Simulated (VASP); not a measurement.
A run of VASP 6.6.1 is set up as follows.

File INCAR:

```
PREC     = Accurate       # precision mode
ENCUT    = 400            # plane-wave cutoff, eV
EDIFF    = 1E-6           # SCF threshold, eV
ISMEAR   = 0              # smearing method
SIGMA    = 0.01           # smearing width, eV
LREAL    = F              # projectors in reciprocal space
LASPH    = T              # aspherical terms in the spheres
NELM     = 100            # most SCF steps
ALGO     = Normal         # electronic algorithm
ISIF     = 2              # what is computed and relaxed
LWAVE    = F              # write WAVECAR
LCHARG   = F              # write CHGCAR
GGA      = PE             # functional
ISYM     = 0
```

The input KPOINTS:

```
regular mesh
0
Gamma
  1 1 1
```

The input POSCAR:

```
SiH2Cl2                                 
1.0
   13.0062868778      0.0000000000      0.0000000000
    0.0000000000     13.5062868778      0.0000000000
    0.0000000000      0.0000000000     14.0062868778
  Si              Cl              H             
     1     2     2
Selective dynamics
Direct
     0.5004594151000035    0.5136331543000026    0.4971609763000018   F   F   F
     0.4103579674076030    0.4069474995286392    0.4348536694453302   T   T   T
     0.5827956027713556    0.4526015743900320    0.6074164374428490   T   T   T
     0.5734642084027681    0.5520482185668386    0.4248048764030066   T   T   T
     0.4328744853445132    0.5922876211080025    0.5360463605799926   T   T   T
```

Potentials or basis: VASP PAW PBE potentials, release 64 (Si, Cl, H).

The run is started by

```console
$ cat potpaw_PBE.64/Si/POTCAR potpaw_PBE.64/Cl/POTCAR potpaw_PBE.64/H/POTCAR > POTCAR
$ mpirun -np 4 vasp_gam > vasp.out
```

**Question.** What does it give for the largest force?

**Answer.** 0.031 eV/Å.

**Question.** Estimate the gap between the frontier levels.

**Answer.** 6.55 eV.

Forces on the atoms (eV/Å):
```
Si  -0.001 -0.027  0.008
Cl  -0.012  0.015 -0.020
Cl   0.014  0.023  0.009
H    0.022 -0.012 -0.018
H   -0.023  0.001  0.021
```

PBE gaps usually lie below the measured ones, often by a third to a half.
